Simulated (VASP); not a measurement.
The system is Ga.

```
Ga
1.0
     2.26150   -3.83050    0.00000
     2.26150    3.83050    0.00000
     0.00000    0.00000    4.52400
Ga
4
Cartesian
  2.2615 -2.6438 0.3664
  2.2615 -1.1867 2.6284
  2.2615 2.6438 4.1576
  2.2615 1.1867 1.8956
```

Base run:

| Quantity | Value |
| --- | --- |
| Program | VASP 6.6.1 |
| Functional | PBE |
| Potentials or basis | VASP PAW PBE potentials, release 64 (Ga_d) |
| Cutoff | 520 eV |
| k mesh | 9 × 9 × 7 |
| Occupations | fermi-dirac, width 0.05 eV |
| Spin | no spin polarisation |

Its results: band gap on the k mesh none (metal or under the smearing width); pressure 2.1 GPa; largest force 0.103 eV/Å.

Question: The run is repeated on the same cell with these changes: functional from PBE to r2SCAN; further incar settings from ALGO = Fast; EDIFF = 1e-07 to ALGO = Normal; EDIFF = 1e-07. What comes out?

Answer: Band gap on the k mesh none (metal or under the smearing width); pressure -1.1 GPa; largest force 0.130 eV/Å.

Caveats: the PAW data sets were made with another functional, which shifts forces and pressure a little (some runs).

Not every run made on this cell is shown here.
